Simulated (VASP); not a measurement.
Output of a VASP run:

### OSZICAR
```
...
DAV:   7    -0.264102501759E+02   -0.77287E-04   -0.86111E-05 10162   0.150E-01    0.402E-02
DAV:   8    -0.264102653108E+02   -0.15135E-04   -0.14983E-05  9533   0.501E-02    0.120E-02
DAV:   9    -0.264102690437E+02   -0.37328E-05   -0.48641E-07  5534   0.103E-02    0.162E-03
DAV:  10    -0.264102686227E+02    0.42097E-06   -0.17632E-07  4141   0.491E-03
   3 F= -.26410269E+02 E0= -.26410158E+02  d E =-.334653E-01  mag=     3.3731
       N       E                     dE             d eps       ncg     rms          rms(c)
DAV:   1    -0.264104775321E+02   -0.20849E-03   -0.23860E-03  8128   0.932E-01    0.116E-01
DAV:   2    -0.264103113069E+02    0.16623E-03   -0.80471E-04  9024   0.613E-01    0.858E-02
DAV:   3    -0.264102756222E+02    0.35685E-04   -0.68285E-05  9745   0.175E-01    0.341E-02
DAV:   4    -0.264102762076E+02   -0.58541E-06   -0.21387E-06  6765   0.228E-02
   4 F= -.26410276E+02 E0= -.26410170E+02  d E =-.334729E-01  mag=     3.3724
       N       E                     dE             d eps       ncg     rms          rms(c)
DAV:   1    -0.264115562634E+02   -0.12806E-02   -0.41812E-02  9052   0.183E+00    0.222E-01
DAV:   2    -0.264107144070E+02    0.84186E-03   -0.86706E-04  9358   0.548E-01    0.120E-01
DAV:   3    -0.264105229955E+02    0.19141E-03   -0.31194E-04 10296   0.252E-01    0.816E-02
DAV:   4    -0.264105681819E+02   -0.45186E-04   -0.39473E-05 10219   0.102E-01    0.119E-02
DAV:   5    -0.264105671484E+02    0.10336E-05   -0.71087E-06  9230   0.391E-02    0.608E-03
DAV:   6    -0.264105680621E+02   -0.91370E-06   -0.10341E-06  4268   0.167E-02
   5 F= -.26410568E+02 E0= -.26410488E+02  d E =-.291854E-03  mag=     3.3701
       N       E                     dE             d eps       ncg     rms          rms(c)
DAV:   1    -0.264106327686E+02   -0.65620E-04   -0.23764E-03  9045   0.437E-01    0.532E-02
DAV:   2    -0.264105936251E+02    0.39144E-04   -0.50030E-05  9223   0.133E-01    0.288E-02
DAV:   3    -0.264105673791E+02    0.26246E-04   -0.17820E-05 10283   0.599E-02    0.199E-02
DAV:   4    -0.264105766165E+02   -0.92374E-05   -0.21546E-06  7407   0.245E-02    0.290E-03
DAV:   5    -0.264105765680E+02    0.48547E-07   -0.51786E-07  4134   0.103E-02
   6 F= -.26410577E+02 E0= -.26410506E+02  d E =-.300360E-03  mag=     3.3696
       N       E                     dE             d eps       ncg     rms          rms(c)
DAV:   1    -0.264111265888E+02   -0.54997E-03   -0.64779E-03  8107   0.154E+00    0.192E-01
DAV:   2    -0.264106259877E+02    0.50060E-03   -0.22082E-03  9017   0.101E+00    0.144E-01
DAV:   3    -0.264105860736E+02    0.39914E-04   -0.18809E-04  9759   0.291E-01    0.562E-02
DAV:   4    -0.264105729247E+02    0.13149E-04   -0.62632E-06  9581   0.386E-02    0.191E-02
DAV:   5    -0.264105670864E+02    0.58383E-05   -0.26091E-06  7006   0.256E-02    0.450E-03
DAV:   6    -0.264105674039E+02   -0.31755E-06   -0.52302E-07  4630   0.840E-03
   7 F= -.26410567E+02 E0= -.26410494E+02  d E =0.916403E-05  mag=     3.3702
       N       E                     dE             d eps       ncg     rms          rms(c)
DAV:   1    -0.264108038413E+02   -0.23675E-03   -0.25730E-03  8107   0.969E-01    0.121E-01
DAV:   2    -0.264106229552E+02    0.18089E-03   -0.86346E-04  9010   0.635E-01    0.902E-02
DAV:   3    -0.264105860650E+02    0.36890E-04   -0.71573E-05  9696   0.180E-01    0.355E-02
DAV:   4    -0.264105865739E+02   -0.50890E-06   -0.23005E-06  6971   0.237E-02
   8 F= -.26410587E+02 E0= -.26410517E+02  d E =-.100059E-04  mag=     3.3698
```

**OUTCAR**
```
------------------------ aborting loop because EDIFF is reached ----------------------------------------
  FORCE on cell =-STRESS in cart. coord.  units (eV):
  Direction    XX          YY          ZZ          XY          YZ          ZX
  --------------------------------------------------------------------------------------
  Total        0.0141194      0.0141194      0.0123094      0.0000000      0.0000000     -0.0000000
  in kB        1.0703708      1.0703710      0.9331570      0.0000000      0.0000000     -0.0000000
  external PRESSURE =       1.0246329 kB  Pullay stress =       0.0000000 kB
  volume of cell :       21.13
      direct lattice vectors                 reciprocal lattice vectors
     1.232228640 -2.134282835  0.000000000     0.405768851 -0.234270731  0.000000000
     1.232228640  2.134282835  0.000000000     0.405768851  0.234270731  0.000000000
    -0.000000000 -0.000000000  4.018083648    -0.000000000  0.000000000  0.248874859
 POSITION                                       TOTAL-FORCE (eV/Angst)
 -----------------------------------------------------------------------------------
      1.23223      0.71143      1.00452         0.000000     -0.000000      0.000000
      1.23223     -0.71143      3.01356        -0.000000      0.000000      0.000000
 -----------------------------------------------------------------------------------
    total drift:                               -0.000023     -0.000006     -0.000028
  FREE ENERGIE OF THE ION-ELECTRON SYSTEM (eV)
  ---------------------------------------------------
  free  energy   TOTEN  =       -26.4105865739 eV

  energy  without entropy=      -26.4103772874  energy(sigma->0) =      -26.41051681

 total charge

# of ion       s       p       d       tot
------------------------------------------
    1        0.519   0.581   7.250   8.349
    2        0.519   0.581   7.250   8.349
--------------------------------------------------
tot          1.038   1.161  14.499  16.699

 magnetization (x)

# of ion       s       p       d       tot
------------------------------------------
    1       -0.015  -0.093   1.855   1.747
    2       -0.015  -0.093   1.855   1.747
--------------------------------------------------
tot         -0.031  -0.186   3.710   3.493

 reached required accuracy - stopping structural energy minimisation
```
(Selected blocks of OUTCAR.)

File POSCAR:
```
Co
1
    1.2550000000    -2.1737240000     0.0000000000
    1.2550000000     2.1737240000     0.0000000000
    0.0000000000     0.0000000000     4.0700000000
Co
2
Direct
  0.3333330000   0.6666670000   0.2500000000
  0.6666670000   0.3333330000   0.7500000000
```

Reconstruct the remaining input files.

One answer among several that fit: the input of the run itself, r2SCAN meta-GGA, plane waves, VASP's PBE PAW potentials (set 64).

File KPOINTS:
```
Regular mesh
0
G
  15 15 8
0 0 0
```

**INCAR**
```
ALGO=Normal
EDIFF=1E-6
EDIFFG=-0.01
ENCUT=520
IBRION=2
ISIF=3
ISMEAR=1
ISPIN=2
LASPH=.TRUE.
LCHARG=.FALSE.
LMAXMIX=4
LMIXTAU=.TRUE.
LORBIT=10
LREAL=.FALSE.
LWAVE=.FALSE.
MAGMOM=2*1.8
METAGGA=R2SCAN
NELM=100
NSW=60
PREC=Accurate
SIGMA=0.1
SYSTEM=Co
```

POTCAR, in this order: Co (PBE.64 set). Program: vasp_std.

Energy and stress use the plane-wave basis of the starting cell.

The compound is Co in the hcp structure. This run relaxes it. Symmetry was kept, so distortions that lower it aren't found.
